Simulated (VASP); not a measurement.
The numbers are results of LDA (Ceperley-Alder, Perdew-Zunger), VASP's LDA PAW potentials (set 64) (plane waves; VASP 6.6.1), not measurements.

A VASP calculation is set up with these files.

**KPOINTS**
```
Automatic mesh
0
Gamma
9 9 9
0 0 0
```

### POSCAR
```
LaSi2
1
   -1.8428280000     1.8428280000     4.5103990000
    1.8428280000    -1.8428280000     4.5103990000
    1.8428280000     1.8428280000    -4.5103990000
La Si
1 2
Direct
  0.0000000000   0.0000000000   0.0000000000
  0.3353000000   0.3353000000   0.0000000000
  0.6647000000   0.6647000000   0.0000000000
```

INCAR:
```
ALGO=Normal
EDIFF=1E-6
ENCUT=300
ISIF=2
ISMEAR=-1
LASPH=T
LCHARG=F
LMAXMIX=6
LREAL=F
LWAVE=F
NELM=100
PREC=Accurate
SIGMA=0.05
SYSTEM=LaSi2
```

POTCAR, in this order: La Si (LDA.64 set). Program: vasp_std.

The run wrote:

### OSZICAR
```
       N       E                     dE             d eps       ncg     rms          rms(c)
DAV:   1     0.117930144195E+03    0.11793E+03   -0.47025E+03  1950   0.111E+03
DAV:   2    -0.184777592622E+01   -0.11978E+03   -0.11801E+03  2638   0.245E+02
DAV:   3    -0.162962217386E+02   -0.14448E+02   -0.14035E+02  3228   0.973E+01
DAV:   4    -0.173817199176E+02   -0.10855E+01   -0.10487E+01  3646   0.232E+01
DAV:   5    -0.174242759270E+02   -0.42556E-01   -0.41811E-01  2913   0.432E+00    0.501E+00
DAV:   6    -0.172141122756E+02    0.21016E+00   -0.93479E-01  3336   0.735E+00    0.277E+00
DAV:   7    -0.171974752936E+02    0.16637E-01   -0.39929E-02  2856   0.166E+00    0.133E+00
DAV:   8    -0.171910056404E+02    0.64697E-02   -0.82478E-03  3514   0.905E-01    0.143E-01
DAV:   9    -0.171909005334E+02    0.10511E-03   -0.80568E-04  3357   0.291E-01    0.685E-02
DAV:  10    -0.171908948837E+02    0.56498E-05   -0.45685E-05  3446   0.668E-02    0.215E-02
DAV:  11    -0.171908944592E+02    0.42449E-06   -0.18122E-05  3461   0.380E-02    0.373E-03
DAV:  12    -0.171908943400E+02    0.11919E-06   -0.82010E-07  1969   0.819E-03
   1 F= -.17190894E+02 E0= -.17178372E+02  d E =-.250438E-01
```

File OUTCAR:
```
------------------------ aborting loop because EDIFF is reached ----------------------------------------
  FORCE on cell =-STRESS in cart. coord.  units (eV):
  Direction    XX          YY          ZZ          XY          YZ          ZX
  --------------------------------------------------------------------------------------
  Total        2.1443161      2.1443161      0.4969469      0.0000000      0.0000000      0.0000000
  in kB       56.0731349     56.0731349     12.9949925      0.0000000      0.0000000      0.0000000
  external PRESSURE =      41.7137541 kB  Pullay stress =       0.0000000 kB
  volume of cell :       61.27
      direct lattice vectors                 reciprocal lattice vectors
    -1.842828000  1.842828000  4.510399000     0.000000000  0.271322120  0.110854938
     1.842828000 -1.842828000  4.510399000     0.271322120  0.000000000  0.110854938
     1.842828000  1.842828000 -4.510399000     0.271322120  0.271322120  0.000000000
 POSITION                                       TOTAL-FORCE (eV/Angst)
 -----------------------------------------------------------------------------------
      0.00000      0.00000      0.00000        -0.000000     -0.000000      0.000000
      0.00000      0.00000      3.02467         0.000000      0.000000     -1.017880
      0.00000      0.00000      5.99612        -0.000000     -0.000000      1.017880
 -----------------------------------------------------------------------------------
    total drift:                               -0.000000      0.000000     -0.000000
  FREE ENERGIE OF THE ION-ELECTRON SYSTEM (eV)
  ---------------------------------------------------
  free  energy   TOTEN  =       -17.1908943400 eV

  energy  without entropy=      -17.1658505041  energy(sigma->0) =      -17.17837242
```
(Selected blocks of OUTCAR.)

File OUTCAR:
```
 val. band max:        8.8236634281   @ k =   0.3333   0.0000  -0.0000

 cond. band min:       8.8369776879   @ k =  -0.3333   0.4444   0.2222


 Fermi energy:         8.8324279072

 k-point     1 :       0.0000    0.0000    0.0000
  band No.  band energies     occupation
      1     -22.7601      2.00000
      2      -6.8626      2.00000
      3      -6.2753      2.00000
      4      -6.2753      2.00000
      5      -1.0147      2.00000
      6       4.8196      2.00000
      7       5.0443      2.00000
      8       7.8500      2.00000
      9       7.8500      2.00000
     10       8.5109      1.99678
     11      10.7723      0.00000
     12      10.8205      0.00000
     13      10.8205      0.00000

 k-point     2 :       0.1111   -0.0000    0.0000
  band No.  band energies     occupation
      1     -22.7482      2.00000
      2      -6.8583      2.00000
      3      -6.4480      2.00000
      4      -6.2603      2.00000
      5      -0.7729      2.00000
      6       4.3454      2.00000
      7       5.3503      2.00000
      8       7.8644      2.00000
      9       7.9819      2.00000
     10       8.6117      1.97609
     11      10.4521      0.00000
     12      10.6080      0.00000
     13      11.1376      0.00000

 k-point     3 :       0.2222    0.0000   -0.0000
  band No.  band energies     occupation
      1     -22.7179      2.00000
      2      -6.8895      2.00000
      3      -6.7990      2.00000
      4      -6.2220      2.00000
      5      -0.1506      2.00000
      6       3.5793      2.00000
      7       5.7746      2.00000
      8       7.8505      2.00000
      9       8.3242      1.99992
     10       8.6936      1.88283
     11       9.7198      0.00000
     12      10.4844      0.00000
     13      10.9647      0.00000

 k-point     4 :       0.3333    0.0000   -0.0000
  band No.  band energies     occupation
      1     -22.6831      2.00000
      2      -7.2548      2.00000
      3      -6.8108      2.00000
...
```

At this cut-off the stress carries a Pulay error, which pulls relaxed volumes low.

The structure was generated: LaSi2 was put into an ordered model structure, which need not be its known phase. The cell was not relaxed at this level. The run is one of a series of settings (GGA removed, POTCAR La Si (LDA.64 set) against the base run), some of them coarse on purpose. The electron count is odd and the run is not spin-polarised, which forces a metal.
